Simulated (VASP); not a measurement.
Consider the following.

```
CELL_PARAMETERS angstrom
      5.85938     0.00000     0.00000
      0.00000     5.85938     0.00000
      0.00000     0.00000     5.85938
ATOMIC_POSITIONS crystal
  In 0.00000 0.00000 0.00000
  As 0.25915 0.25915 0.25915
  As 0.74085 0.74085 0.25915
  As 0.74085 0.25915 0.74085
  As 0.25915 0.74085 0.74085
  Ga 0.50000 0.50000 0.00000
  Ga 0.50000 0.00000 0.50000
  Ga 0.00000 0.50000 0.50000
```

Computed with PBE GGA, VASP's PBE PAW potentials (set 64) (plane waves; VASP). Run with 400 eV cut-off, 4×4×4 Γ-centred mesh, Gaussian smearing of 0.050 eV, potentials In_d As Ga_d.

Unless said otherwise, spin-orbit coupling is left out, though it shifts the bands of the heavy elements here.

### Question
Predict the energy per atom (σ→0), band gap (on the k-mesh) with the smallest direct gap where there is one.

### Answer

| Property | Value |
|---|---|
| band gap (on the k-mesh) | none (metal, semimetal or under 0.01 eV) |
| energy per atom (σ→0) | -4.048 eV/atom |

Total energies compare only between runs with the same potentials, cut-off and functional.

The structure was generated: Ga3InAs4 was put into an ordered model structure (P-43m), which need not be its known phase. It was relaxed first, which changed the volume by +6 %.
